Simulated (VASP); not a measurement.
An input for Ansatz (written as the equivalent of a VASP run, and not itself run):

Ansatz 0.2 input:
```yaml
crystal:
  lattice:
    - [10.2042267, -2.1902617, -0.0048120]
    - [10.2042267, 2.1902617, -0.0048120]
    - [9.7358777, 0.0000000, 3.7598118]
  atoms:
    - { symbol: Bi, position: [0.3997349, 0.3997349, 0.3997349] }
    - { symbol: Bi, position: [0.6002651, 0.6002651, 0.6002651] }
    - { symbol: Te, position: [0.0000000, 0.0000000, 0.0000000] }
    - { symbol: Te, position: [0.2096924, 0.2096924, 0.2096924] }
    - { symbol: Te, position: [0.7903076, 0.7903076, 0.7903076] }
kpoints:
  mp_grid: { grid: [7, 7, 7] }
hamiltonian:
  xc: pbe
  dispersion: d3bj
  pseudopotentials: { kind: paw }
scf:
  occupations: { method: tetrahedron }
  max_iter: 100
output: { forces: true, stress: true, eigenvalues: true }
```

Write the VASP files for the same calculation (PBE-D3(BJ)).

This is not unique; one that fits is 
### POSCAR
```
Bi2Te3
1
   10.2042266743    -2.1902616884    -0.0048119830
   10.2042266743     2.1902616884    -0.0048119830
    9.7358777192     0.0000000000     3.7598118078
Bi Te
2 3
Direct
  0.3997348718   0.3997348718   0.3997348718
  0.6002651282   0.6002651282   0.6002651282
  0.0000000000   0.0000000000   0.0000000000
  0.2096924404   0.2096924404   0.2096924404
  0.7903075596   0.7903075596   0.7903075596
```

INCAR:
```
SYSTEM=Bi2Te3
PREC=Accurate; ENCUT=520; LREAL=.FALSE.
LASPH=.TRUE.
EDIFF=1E-7; NELM=100; ALGO=Normal
LMAXMIX=4
ISMEAR=-5
GGA=PE; IVDW=12
ISIF=2
LWAVE=.FALSE.; LCHARG=.TRUE.; LORBIT=11
NEDOS=601
LEFG=.TRUE.
```

KPOINTS:
```
Automatic mesh
0
Gamma
7 7 7
0 0 0
```

POTCAR, in this order: Bi_d Te (PBE.64 set). Program: vasp_std.

The two are equivalent in intent, not identical: each code has its own PAW files, so the cut-off isn't converted (ENCUT is set for VASP's; basis.ecutwfc is left out, and Ansatz then takes the one that its files recommend); Ansatz stops its SCF on the density residual and VASP on the energy change (EDIFF); the field gradients of LEFG aren't asked of the other code.

The compound is Bi2Te3 in the tetradymite structure. It was relaxed first.
